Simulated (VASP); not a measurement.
Computed with r2SCAN meta-GGA, VASP's PBE PAW potentials (set 64) (plane waves; VASP 6.6.1).

Input for VASP

File KPOINTS_OPT:
```
k-points along high-symmetry lines
10
Line-mode
Reciprocal
  0.000000   0.000000   0.000000 ! GAMMA
  0.500000  -0.500000   0.500000 ! H

  0.500000  -0.500000   0.500000 ! H
  0.000000   0.000000   0.500000 ! N

  0.000000   0.000000   0.500000 ! N
  0.000000   0.000000   0.000000 ! GAMMA

  0.000000   0.000000   0.000000 ! GAMMA
  0.250000   0.250000   0.250000 ! P

  0.250000   0.250000   0.250000 ! P
  0.500000  -0.500000   0.500000 ! H

  0.250000   0.250000   0.250000 ! P
  0.000000   0.000000   0.500000 ! N
```

### KPOINTS
```
Automatic mesh
0
Gamma
18 18 18
0 0 0
```

File POSCAR:
```
Pd
1
   -1.5547829829     1.5547829829     1.5547829829
    1.5547829829    -1.5547829829     1.5547829829
    1.5547829829     1.5547829829    -1.5547829829
Pd
1
Direct
  0.0000000000   0.0000000000   0.0000000000
```

**INCAR**
```
! general
SYSTEM  = Pd
PREC    = Accurate
ENCUT   = 400
LREAL   = .FALSE.
LASPH   = .TRUE.

! electronic loop
EDIFF   = 1E-7
NELM    = 100
ALGO    = Normal
LMAXMIX = 4
LMIXTAU = .TRUE.

! smearing
ISMEAR  = -5

! functional
METAGGA = R2SCAN

! ions
ISIF    = 2

! output
LWAVE   = .FALSE.
LCHARG  = .FALSE.
LORBIT  = 11
NEDOS   = 601
```

POTCAR, in this order: Pd (PBE.64 set). Program: vasp_std.

Q: What does the run give for the energy per atom (σ→0), band gap (over mesh and band path)?

A: 
* **energy per atom (σ→0)**: -22.906 eV/atom
* **band gap (over mesh and band path)**: none (metal, semimetal or under 0.01 eV)

### OSZICAR
```
...
DAV:  13    -0.229056583424E+02   -0.26349E-04   -0.15812E-05  3721   0.327E-02    0.412E-03
DAV:  14    -0.229056618313E+02   -0.34888E-05   -0.50917E-06  3785   0.137E-02    0.584E-04
DAV:  15    -0.229056623606E+02   -0.52935E-06   -0.25823E-07  2469   0.267E-03    0.912E-04
DAV:  16    -0.229056628814E+02   -0.52081E-06   -0.92100E-08  1868   0.205E-03    0.134E-04
DAV:  17    -0.229056633342E+02   -0.45278E-06   -0.14037E-08  1844   0.747E-04    0.130E-04
DAV:  18    -0.229056632478E+02    0.86381E-07   -0.18035E-09  1829   0.388E-04
   1 F= -.22905663E+02 E0= -.22905663E+02  d E =0.000000E+00
       N       E                     dE             ncg
```

The structure comes from a computed database's Pd entry (Im-3m); how it stands against other phases isn't given here. It was relaxed first.
